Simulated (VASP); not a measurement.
```
Yb
1.0
    0.00000     2.64298     2.64298
    2.64298     0.00000     2.64298
    2.64298     2.64298     0.00000
Yb
1
Direct
  0.00000   0.00000   0.00000
```

Level of theory: vdW-DF-cx, VASP's PBE PAW potentials (set 64) (plane waves; VASP). Numerical set-up: 520 eV cut-off, 8×8×8 Γ-centred mesh, Gaussian smearing of 0.050 eV, potentials Yb_2.

The 4f electrons are frozen in the core of the lanthanide potential, so 4f levels, which can set the real gap, and their magnetism are missing.

**Question.** Estimate the energy per atom (σ→0).

**Answer.** 
```yaml
energy per atom (σ→0): 0.841 eV/atom
```

Total energies compare only between runs with the same potentials, cut-off and functional.

The compound is Yb in the fcc structure. It was relaxed first, which changed the volume by -10 %. The start is the result of an earlier pass.
